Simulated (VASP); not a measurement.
Given:

```
ZrC
1.0
    0.00000     2.36731     2.36731
    2.36731     0.00000     2.36731
    2.36731     2.36731     0.00000
Zr C
1 1
Direct
  0.00000   0.00000   0.00000
  0.50000   0.50000   0.50000
```

Level of theory: RPBE GGA, VASP's PBE PAW potentials (set 64) (plane waves; VASP). Settings: 520 eV cut-off, 15×15×15 Γ-centred mesh, tetrahedra with Blöchl corrections, potentials Zr_sv C.

Question: What does the run give for the energy per atom (σ→0), band gap (on the k-mesh) with the smallest direct gap where there is one?

Answer: 
```
Item                                                         Value
------------------------  ----------------------------------------
band gap (on the k-mesh)  none (metal, semimetal or under 0.01 eV)
energy per atom (σ→0)                               -9.278 eV/atom
```

The compound is ZrC in the rock salt structure. It was relaxed first.
